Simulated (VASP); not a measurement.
Energy against volume of CsCl (CsCl type). Calculation: LDA (Ceperley-Alder, Perdew-Zunger), VASP's LDA PAW potentials (set 64) (plane waves; VASP). Numerical set-up: 520 eV cut-off, 7×7×7 Γ-centred mesh, Gaussian smearing of 0.050 eV, potentials Cs_sv Cl.

```csv
V (Å³/atom),E (eV/atom)
29.549,-3.64457
30.492,-3.65234
31.435,-3.65481
32.378,-3.65287
```

Question: Fit these four points and predict the energy of the run at 33.321 Å³/atom.

Answer: A cubic in V^(−2/3), the third-order Birch-Murnaghan form, passes through the four points with V0 = 31.46 Å³/atom and B0 = 25 GPa, and gives -3.6473 eV/atom there. The run gave -3.6473 eV/atom, +0.0 meV/atom from the fit; all five points give B0 = 25 GPa.

The compound is CsCl in the CsCl type structure. It was relaxed first, which changed the volume by -10 %.
